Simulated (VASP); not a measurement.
# HPbNO4 (P1) in VASP: a series of runs

Aim: see how the results for HPbNO4 move with the level of theory and the settings. Levels: PBE+TS, PBE, PBEsol. Tasks: atomic charges, relaxation of cell and atoms.

Program: VASP 6.6.1. These are calculated values, not measurements. Logs are shortened: lines on timing, memory, paths and dates and some standing lists are left out, and cuts for length are marked.

### Step 1. The crystal as given

The typed cell holds 7 atoms: a = 4.275 Å, b = 5.609 Å, c = 5.670 Å, α = 100.02°, β = 111.92°, γ = 111.82°.

The cell was built by a generator and needn't be a form met in nature.

### Step 2. Atomic charges, PBE+TS

INCAR

```
PREC = Accurate ; ENCUT = 520
EDIFF = 1E-7 ; ISMEAR = -1
SIGMA = 0.05 ; LREAL = F
LASPH = T ; NELM = 60
ALGO = Fast ; ISIF = 2
LWAVE = F ; LCHARG = F
GGA = PE ; IVDW = 2
LORBIT = 11 ; KPAR = 4
```

KPOINTS

```
regular mesh
0
Gamma
  8 6 6
```

POSCAR

```
HPbNO4
1.0
    4.2753100000     -0.0004000000      0.0063600000
   -2.0839900000      5.2077500000     -0.0490700000
   -2.1237700000     -1.8657400000      4.9149100000
H Pb N O
1 1 1 4
Direct
    0.9907300000      0.0333000000      0.9099400000
    0.5027400000      0.8198900000      0.1428700000
    0.0083800000      0.4740800000      0.5026500000
    0.9981600000      0.9274100000      0.0287700000
    0.1946700000      0.7343500000      0.6085200000
    0.8167300000      0.3588200000      0.2455600000
    0.0138100000      0.3312100000      0.6521700000
```

Potentials or basis: VASP PAW PBE potentials, release 64 (H, Pb_d, N, O).

Launch:

```console
$ cat potpaw_PBE.64/H/POTCAR potpaw_PBE.64/Pb_d/POTCAR potpaw_PBE.64/N/POTCAR potpaw_PBE.64/O/POTCAR > POTCAR
$ mpirun -np 4 vasp_std > vasp.out
```

OUTCAR:

```text
PREC = Accurate
   ENCUT = 520
   EDIFF = 1E-7
   ISMEAR = -1
   LREAL = F
   LASPH = T
   NELM = 60
   ISIF = 2
   GGA = PE
   IVDW = 2
   LORBIT = 11
  IVDW =   2

 ion  position               nearest neighbor table
   1  0.991  0.033  0.910-   4 0.97
   2  0.503  0.820  0.143-   4 2.34   4 2.34   6 2.66   5 2.68   7 2.89   7 3.02
   3  0.008  0.474  0.503-   7 1.26   5 1.27   6 1.27
   4  0.998  0.927  0.029-   1 0.97   2 2.34   2 2.34
   5  0.195  0.734  0.609-   3 1.27   2 2.68
   6  0.817  0.359  0.246-   3 1.27   2 2.66
   7  0.014  0.331  0.652-   3 1.26   2 2.89   2 3.02

  LATTYP: Found a triclinic cell.
 ALAT       =     8.3024666926
 B/A-ratio  =     0.5149451251
 C/A-ratio  =     0.7116445657
 COS(alpha) =     0.0126066529
 COS(beta)  =     0.3599949201
 COS(gamma) =     0.7788145159

  Lattice vectors:

 A1 = (  -6.4666300000,  -5.2069500000,   0.0363500000)
 A2 = (  -4.2753100000,   0.0004000000,  -0.0063600000)
 A3 = (  -0.0675500000,  -3.3416100000,  -4.8722000000)

Analysis of symmetry for initial positions (statically):
=====================================================================
 Subroutine PRICEL returns:
 Original cell was already a primitive cell.

 Routine SETGRP: Setting up the symmetry group for a
 triclinic supercell.

 Subroutine GETGRP returns: Found  1 space group operations
 (whereof  1 operations were pure point group operations)
 out of a pool of  2 trial point group operations.

The static configuration has the point symmetry C_1 .

Analysis of symmetry for dynamics (positions and initial velocities):
=====================================================================
 Subroutine PRICEL returns:
 Original cell was already a primitive cell.

 Routine SETGRP: Setting up the symmetry group for a
 triclinic supercell.

 Subroutine GETGRP returns: Found  1 space group operations
 (whereof  1 operations were pure point group operations)
 out of a pool of  2 trial point group operations.

The dynamic configuration has the point symmetry C_1 .

 Subroutine INISYM returns: Found  1 space group operations
 (whereof  1 operations are pure point group operations),
 and found     1 'primitive' translations

----------------------------------------------------------------------------------------
[... 125 lines left out ...]
  Fermi-wavevector in a.u.,A,eV,Ry     =   1.209426  2.285484 19.901399  1.462712
  Thomas-Fermi vector in A             =   2.345004
   LORBIT       =     11    0 simple, 1 ext, 2 COOP (PROOUT), +10 PAW based schemes
   GGA     = PE    functional components
   LHFCALC =     F    Hartree Fock is set to
   AEXX    =    0.0000 exact exchange contribution
   IVDW    =     2    specifies the selected vdW correction
   LEPSILON=     F    determine dielectric tensor
   LRPA    =     F    only Hartree local field effects (RPA)
 non-spin polarized calculation
 RMM-DIIS sequential band-by-band and
  energy-cutoff  :      520.00
  volume of cell :      109.13
 maximum number of plane-waves:      2959
   NGX = 15   NGY = 21   NGZ = 21

 number of electron      44.0000003 magnetization

 Free energy of the ion-electron system (eV)
  ---------------------------------------------------
  ext. energy  EPLUGINS =         0.00000000
  ---------------------------------------------------
  free energy    TOTEN  =       -40.34942868 eV

  energy without entropy =      -40.34942868  energy(sigma->0) =      -40.34942868

 E-fermi :   1.4456     XC(G=0):  -8.2531

 val. band max:        0.3584824065   @ k =   0.5000  -0.0000  -0.0000
 cond. band min:       3.1460603064   @ k =   0.3750   0.3333   0.3333
 fundamental gap:      2.7875778999
 Fermi energy:         1.4455644020

 k-point     1 :       0.0000    0.0000    0.0000
  band No.  band energies     occupation
      1     -25.7194      2.00000
      2     -20.2188      2.00000
      3     -20.1964      2.00000
      4     -17.3675      2.00000
      5     -14.9284      2.00000
      6     -14.9247      2.00000
[... 685 lines left out ...]
     25       5.4175      0.00000
     26       6.7069      0.00000

 [... further k-points ...]

------------------------ aborting loop because EDIFF is reached ----------------------------------------

  Hirshfeld charges:
            ion         q(e)
   ------------------------------
      1     H        0.09460849
      2     Pb       0.53119258
      3     N        0.23928832
      4     O       -0.35254238
      5     O       -0.16771722
      6     O       -0.16757993
      7     O       -0.17724986

  Tkatchenko/Scheffler method for vdW energy calculation

  Number of pair interactions contributing to vdW energy:  134457

  Edisp (eV):   -0.48455

  FORCE on cell =-STRESS in cart. coord.  units (eV):
  Direction    XX          YY          ZZ          XY          YZ          ZX
  --------------------------------------------------------------------------------------
  -------------------------------------------------------------------------------------
  Total      -0.49036     0.17877     0.17348     0.01332    -0.09163     0.02635
  in kB      -7.19921     2.62469     2.54695     0.19555    -1.34526     0.38679
  external pressure =       -0.68 kB  Pullay stress =        0.00 kB

 VOLUME and BASIS-vectors are now :
 -----------------------------------------------------------------------------
  energy-cutoff  :      520.00
  volume of cell :      109.13
      direct lattice vectors                 reciprocal lattice vectors
     4.275310000 -0.000400000  0.006360000     0.233706268  0.094813123  0.136978092
    -2.083990000  5.207750000 -0.049070000    -0.000090720  0.192674001  0.073101424
    -2.123770000 -1.865740000  4.914910000    -0.000303327  0.001800949  0.204015110

 POSITION                                       TOTAL-FORCE (eV/Angst)
 -----------------------------------------------------------------------------------
      2.23378     -1.52469      4.47694         0.000306      0.106896     -0.081379
      0.13730      4.00302      0.66516        -0.000525      0.007221     -0.011612
     -2.01966      1.53107      2.44727        -0.001100     -0.006502     -0.002723
      2.27363      4.77564      0.10224         0.000014     -0.089073      0.063604
     -1.99046      2.68889      2.95602         0.009753      0.338990      0.156314
      2.22248      1.41017      1.19449        -0.010564     -0.041506     -0.361588
     -2.01626      0.50807      3.18919         0.002116     -0.316025      0.237384
 -----------------------------------------------------------------------------------
    total drift:                                0.000069     -0.000019     -0.000069

  FREE ENERGIE OF THE ION-ELECTRON SYSTEM (eV)
  ---------------------------------------------------
  free  energy   TOTEN  =       -40.8339787156 eV

  energy  without entropy=      -40.8339787156  energy(sigma->0) =      -40.83397872

 total charge

# of ion       s       p       d       tot
------------------------------------------
    1        0.621   0.123   0.000   0.744
    2        1.488   0.393   9.862  11.744
    3        1.215   2.610   0.000   3.825
    4        1.564   3.519   0.000   5.083
    5        1.593   3.470   0.000   5.063
    6        1.593   3.470   0.000   5.063
    7        1.591   3.472   0.000   5.063
--------------------------------------------------
tot          9.666  17.058   9.862  36.586
```

It took 3.2 min on 4 MPI ranks of Intel Xeon Platinum 8259CL at 2.50GHz (Skylake/Cascade Lake), shared host; peak memory 0.53 GiB.

What came out:

| Quantity | Value |
| --- | --- |
| Free energy | -40.8340 eV |
| Pressure | -0.1 GPa |
| Largest force | 0.395 eV/Å |
| Band gap on the k mesh | 2.79 eV, indirect (least direct gap 3.13 eV) |
| Valence electrons inside the program's atomic spheres | H 0.74; Pb 11.74; N 3.83; O 5.08, 5.06 |
| Hirshfeld charges | H +0.09; Pb +0.53; N +0.24; O -0.35, -0.17, -0.18 e |
| Dispersion energy per atom | -0.069 eV |

Forces in eV/Å, atoms in the order of the input:
```
H    0.000  0.107 -0.081
Pb  -0.001  0.007 -0.012
N   -0.001 -0.007 -0.003
O    0.000 -0.089  0.064
O    0.010  0.339  0.156
O   -0.011 -0.042 -0.362
O    0.002 -0.316  0.237
```

Levels at points of the mesh, in eV from the valence-band top:
```
           k point  band 18  band 19  band 20  band 21  band 22  band 23  band 24  band 25  band 26
(0.00, 0.00, 0.00)    -2.29    -2.08    -2.06    -0.98    -0.42     3.31     4.47     5.20     5.93
(0.50, 0.00, 0.00)    -2.22    -2.04    -1.14    -0.72     0.00     3.16     4.24     5.43     5.97
(0.00, 0.50, 0.00)    -2.00    -1.60    -1.51    -0.99    -0.83     3.16     4.06     4.83     7.48
(0.50, 0.50, 0.00)    -2.39    -2.11    -0.82    -0.46    -0.31     2.88     5.26     5.31     5.86
(0.00, 0.00, 0.50)    -2.01    -1.60    -1.52    -0.97    -0.84     3.17     3.96     4.96     7.44
(0.50, 0.00, 0.50)    -2.39    -2.11    -0.80    -0.46    -0.32     2.87     5.28     5.29     5.87
(0.00, 0.50, 0.50)    -2.07    -1.85    -1.65    -0.91    -0.66     3.08     3.56     5.37     7.11
(0.50, 0.50, 0.50)    -2.22    -2.03    -1.13    -0.71    -0.03     3.15     4.24     5.45     5.92
```

Caveat: spin-orbit coupling is left out, which as a rule narrows the gap of such compounds by several tenths of an eV. As with any semilocal functional, this PBE gap is likely too small.

### Step 3. Relaxation of cell and atoms, PBE

INCAR

```
SYSTEM = HPbNO4
  PREC = Accurate
  ENCUT = 600
  EDIFF = 1E-6
  ISMEAR = -1
  SIGMA = 0.05
  LREAL = .FALSE.
  LASPH = .TRUE.
  NELM = 60
  ALGO = Fast
  ISIF = 3
  LWAVE = .FALSE.
  LCHARG = .FALSE.
  GGA = PE
  IBRION = 2
  NSW = 60
  EDIFFG = -0.01
  KPAR = 4
```

KPOINTS

```
regular mesh
0
G
  8 6 6
  0 0 0
```

POSCAR is that of step 2.

Potentials or basis: VASP PAW PBE potentials, release 64 (H, Pb_d, N, O).

Launch:

```console
$ cat potpaw_PBE.64/H/POTCAR potpaw_PBE.64/Pb_d/POTCAR potpaw_PBE.64/N/POTCAR potpaw_PBE.64/O/POTCAR > POTCAR
$ mpirun -np 4 vasp_std > vasp.out
```

It took 87 min on 4 MPI ranks of Intel Xeon Platinum 8375C at 2.90GHz (Ice Lake), shared host; peak memory 0.69 GiB.

Results (log left out):

| Quantity | Value |
| --- | --- |
| Free energy | -40.3726 eV |
| Relaxed volume | 15.27 Å³/atom |
| Relaxed cell | a = 4.254 Å, b = 5.548 Å, c = 5.623 Å, α = 99.42°, β = 111.93°, γ = 111.96° |
| Space group after relaxing (to 0.05 Å) | P1 (No. 1) |
| Energy gained by relaxing | 0.9 meV/atom |
| Ionic steps | 46 |
| Pressure after relaxing | 0.0 GPa |
| Largest force after relaxing | 0.009 eV/Å |
| Band gap on the k mesh | 2.70 eV, indirect (least direct gap 3.05 eV) |

Forces on the atoms (eV/Å):
```
H    0.000  0.001 -0.003
Pb   0.000  0.001 -0.002
N   -0.001  0.003 -0.009
O    0.000  0.005 -0.006
O    0.001 -0.003  0.005
O    0.000 -0.004  0.007
O    0.000 -0.003  0.008
```

The path:
```csv
step,energy change (eV),largest force (eV/Å),pressure (GPa),volume (Å³)
1,0.0000,0.3832,0.48,109.13
3,-0.0031,0.0681,-0.26,109.30
5,-0.0032,0.2039,-0.17,109.00
7,-0.0037,0.0854,-0.16,108.90
9,-0.0037,0.1501,0.19,107.00
11,-0.0047,0.0714,0.12,107.66
13,-0.0049,0.0925,0.19,107.41
15,-0.0050,0.0675,0.04,106.60
17,-0.0053,0.0143,0.05,107.01
19,-0.0054,0.0274,0.00,107.08
21,-0.0055,0.0412,0.02,107.17
23,-0.0056,0.0535,-0.03,107.27
25,-0.0057,0.0139,-0.06,107.35
27,-0.0057,0.0266,-0.07,107.38
29,-0.0057,0.0217,-0.08,107.37
31,-0.0057,0.0196,-0.05,107.32
33,-0.0058,0.0320,0.00,107.21
35,-0.0058,0.0298,-0.04,107.15
37,-0.0058,0.0274,-0.01,107.02
39,-0.0059,0.0531,0.04,106.93
41,-0.0059,0.0347,0.02,106.94
43,-0.0059,0.0271,-0.02,106.89
45,-0.0059,0.0212,-0.03,106.87
46,-0.0060,0.0094,-0.03,106.86
```

Final structure:
```yaml
crystal:
  lattice:
    - [4.25415, -0.00069, 0.00879]
    - [-2.07409, 5.14565, -0.02461]
    - [-2.11029, -1.81930, 4.88455]
  atoms:
    - { symbol: H, position: [0.99080, 0.03503, 0.90820] }
    - { symbol: Pb, position: [0.50251, 0.81634, 0.14631] }
    - { symbol: N, position: [0.00864, 0.47476, 0.50244] }
    - { symbol: O, position: [0.99754, 0.92671, 0.02828] }
    - { symbol: O, position: [0.19638, 0.73805, 0.60773] }
    - { symbol: O, position: [0.81563, 0.35939, 0.24320] }
    - { symbol: O, position: [0.01372, 0.32878, 0.65433] }
```

Levels at points of the mesh, in eV from the valence-band top:
```
           k point  band 18  band 19  band 20  band 21  band 22  band 23  band 24  band 25  band 26
(0.00, 0.00, 0.00)    -2.28    -2.11    -2.09    -1.03    -0.43     3.21     4.52     5.21     5.92
(0.50, 0.00, 0.00)    -2.26    -2.05    -1.20    -0.73     0.00     3.07     4.24     5.48     6.03
(0.00, 0.50, 0.00)    -2.03    -1.61    -1.51    -1.05    -0.83     3.05     4.08     4.85     7.41
(0.50, 0.50, 0.00)    -2.43    -2.15    -0.88    -0.46    -0.32     2.81     5.28     5.34     5.94
(0.00, 0.00, 0.50)    -2.05    -1.61    -1.53    -1.02    -0.84     3.06     3.96     5.00     7.23
(0.50, 0.00, 0.50)    -2.43    -2.14    -0.87    -0.46    -0.33     2.80     5.29     5.32     5.96
(0.00, 0.50, 0.50)    -2.10    -1.86    -1.63    -0.97    -0.67     2.97     3.58     5.38     7.13
(0.50, 0.50, 0.50)    -2.26    -2.04    -1.18    -0.72    -0.03     3.06     4.25     5.50     5.98
```

Caveat: spin-orbit coupling is left out, which as a rule narrows the gap of such compounds by several tenths of an eV. A k mesh can miss the band edges.

### Step 4. Relaxation of cell and atoms, PBEsol

Edit INCAR of step 3 so:

```diff
@@ -13,3 +13,3 @@
   LCHARG = .FALSE.
-  GGA = PE
+  GGA = PS
   IBRION = 2
```

KPOINTS is that of step 3.

POSCAR is that of step 3.

Launch:

```console
$ cat potpaw_PBE.64/H/POTCAR potpaw_PBE.64/Pb_d/POTCAR potpaw_PBE.64/N/POTCAR potpaw_PBE.64/O/POTCAR > POTCAR
$ mpirun -np 4 vasp_std > vasp.out
```

Run time: 1.9 h. Hardware: 4 MPI ranks of Intel Xeon Platinum 8375C at 2.90GHz (Ice Lake), shared host; peak memory 0.67 GiB.

Results (log left out):

* Free energy: -42.2211 eV
* Relaxed volume: 13.97 Å³/atom
* Relaxed cell: a = 4.169 Å, b = 5.368 Å, c = 5.438 Å, α = 98.76°, β = 112.22°, γ = 112.34°
* Space group after relaxing (to 0.05 Å): P1 (No. 1)
* Energy gained by relaxing: 10.2 meV/atom
* Ionic steps: 49
* Pressure after relaxing: 0.0 GPa
* Largest force after relaxing: 0.009 eV/Å
* Band gap on the k mesh: 2.52 eV, indirect (least direct gap 2.93 eV)

Forces in eV/Å, atoms in the order of the input:
```
H    0.000 -0.001  0.000
Pb  -0.002  0.004 -0.007
N   -0.002 -0.001  0.004
O    0.001 -0.001 -0.004
O   -0.001 -0.002 -0.002
O    0.003 -0.003  0.008
O    0.000  0.003  0.002
```

The path:
| step | energy change (eV) | largest force (eV/Å) | pressure (GPa) | volume (Å³) |
| --- | --- | --- | --- | --- |
| 1 | 0.0000 | 0.4053 | -1.93 | 109.13 |
| 3 | -0.0173 | 0.5880 | -0.90 | 107.19 |
| 5 | -0.0376 | 0.3326 | 0.09 | 104.23 |
| 7 | -0.0429 | 0.3191 | -0.83 | 103.80 |
| 9 | -0.0519 | 0.2198 | -0.62 | 102.76 |
| 11 | -0.0587 | 0.2111 | -0.18 | 100.60 |
| 13 | -0.0621 | 0.1028 | -0.20 | 99.87 |
| 15 | -0.0634 | 0.1129 | -0.16 | 99.61 |
| 17 | -0.0645 | 0.1431 | 0.01 | 99.30 |
| 19 | -0.0649 | 0.4231 | 0.81 | 98.19 |
| 21 | -0.0668 | 0.1682 | 0.37 | 98.64 |
| 23 | -0.0680 | 0.1451 | 0.13 | 98.43 |
| 25 | -0.0695 | 0.0793 | 0.16 | 98.39 |
| 27 | -0.0697 | 0.1218 | 0.19 | 98.37 |
| 29 | -0.0705 | 0.0533 | -0.16 | 98.46 |
| 31 | -0.0707 | 0.0440 | -0.10 | 98.41 |
| 33 | -0.0707 | 0.0425 | -0.08 | 98.35 |
| 35 | -0.0708 | 0.0452 | -0.06 | 98.23 |
| 37 | -0.0711 | 0.0623 | -0.09 | 97.70 |
| 39 | -0.0711 | 0.0131 | 0.04 | 97.55 |
| 41 | -0.0712 | 0.0193 | 0.05 | 97.57 |
| 43 | -0.0712 | 0.0244 | 0.02 | 97.62 |
| 45 | -0.0712 | 0.0141 | 0.03 | 97.67 |
| 47 | -0.0712 | 0.0162 | -0.06 | 97.79 |
| 49 | -0.0712 | 0.0089 | -0.04 | 97.78 |

Final structure:
```
H Pb N O
1.0
     4.16879   -0.00364    0.00802
    -2.03610    4.96699   -0.00564
    -2.06726   -1.73716    4.72077
H Pb N O
1 1 1 4
Direct
  0.99063 0.03886 0.90400
  0.50286 0.80941 0.15460
  0.00886 0.47611 0.50131
  0.99658 0.92503 0.02830
  0.20087 0.74654 0.60898
  0.81161 0.35829 0.23495
  0.01380 0.32481 0.65835
```

Levels at points of the mesh, in eV from the valence-band top:
```
           k point  band 19  band 20  band 21  band 22  band 23  band 24  band 25  band 26
(0.00, 0.00, 0.00)    -2.40    -2.34    -1.29    -0.56     3.07     4.58     5.31     6.01
(0.50, 0.00, 0.00)    -2.21    -1.47    -0.89     0.00     2.93     4.26     5.63     6.25
(0.00, 0.50, 0.00)    -1.75    -1.51    -1.31    -0.95     2.86     4.13     4.93     7.41
(0.50, 0.50, 0.00)    -2.40    -1.13    -0.58    -0.37     2.67     5.42     5.47     6.22
(0.00, 0.00, 0.50)    -1.75    -1.56    -1.28    -0.94     2.89     4.00     5.10     7.23
(0.50, 0.00, 0.50)    -2.39    -1.12    -0.58    -0.39     2.66     5.42     5.46     6.23
(0.00, 0.50, 0.50)    -2.04    -1.56    -1.22    -0.84     2.78     3.57     5.57     7.16
(0.50, 0.50, 0.50)    -2.20    -1.45    -0.88    -0.03     2.92     4.27     5.65     6.22
```

Caveat: the PAW data sets were made with another functional, which shifts forces and pressure a little; spin-orbit coupling is left out, which as a rule narrows the gap of such compounds by several tenths of an eV. A k mesh can miss the band edges.

### Step 5. The runs side by side

```csv
task,level,cell,cutoff (eV),gap on the mesh (eV),pressure (GPa),relaxed volume (Å³/atom),largest force (eV/Å)
atomic charges,PBE+TS,as given,520,2.79,-0.1,-,0.40
relaxation of cell and atoms,PBE,relaxed,600,2.70,0.0,15.27,0.01
relaxation of cell and atoms,PBEsol,relaxed,600,2.52,0.0,13.97,0.01
```

Alike in all rows: potentials or basis VASP PAW PBE potentials, release 64 (H, Pb_d, N, O); no spin polarisation; k mesh 8 × 6 × 6; smearing fermi-dirac 0.05 eV.

Caveats: spin-orbit coupling is left out, which as a rule narrows the gap of such compounds by several tenths of an eV; the PAW data sets were made with another functional, which shifts forces and pressure a little (some runs).

Total energies depend on the potentials used, so only differences within one code and one set of settings carry meaning.
